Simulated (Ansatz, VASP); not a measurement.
## Two plane-wave programs on La2Zr3O

```xyz
6
Lattice="3.2322 1.8661 3.7177 -3.2322 1.8661 3.7177 0.0000 -3.7323 3.7177" Properties=species:S:1:pos:R:3 pbc="T T T"
La    0.0000    0.0000    6.9889
La    0.0000    0.0000    4.1641
Zr   -1.6161    0.9331    1.8588
Zr    1.6161    0.9331    1.8588
Zr    0.0000   -1.8661    1.8588
O     0.0000    0.0000    0.0000
```

Change from the starting cell: species swapped into the Ce2Al3Fe type (R-3m, No. 166).

Alike in both runs: functional PBE; k mesh 6 × 6 × 6; occupations gaussian, width 0.1 eV; no spin polarisation.

Ansatz relaxed the structure, and its values are those at the end. VASP's run is a single point on that final structure, the one shown.

```csv
,VASP,Ansatz
version,VASP 6.6.1,Ansatz 0.2.0
potentials or method,"VASP PAW PBE potentials, release 64 (La, Zr_sv, O)","scalar-relativistic, plane waves, PAW"
plane-wave cutoff (eV),520,420
valence electrons in the cell,64,64
```

VASP gave:

- gap on the k mesh at the Fermi level (eV): none
- pressure (GPa): 0.2
- rms of the force components (eV/Å): 0.006

Q: Estimate Ansatz's values.

A: gap on the k mesh at the Fermi level (eV): none; pressure (GPa): 0.1; rms of the force components (eV/Å): 0.003.

A gap of «none» marks a metal or a gap that the smearing closes.

Spin-orbit coupling is left out, which matters for the levels of La.
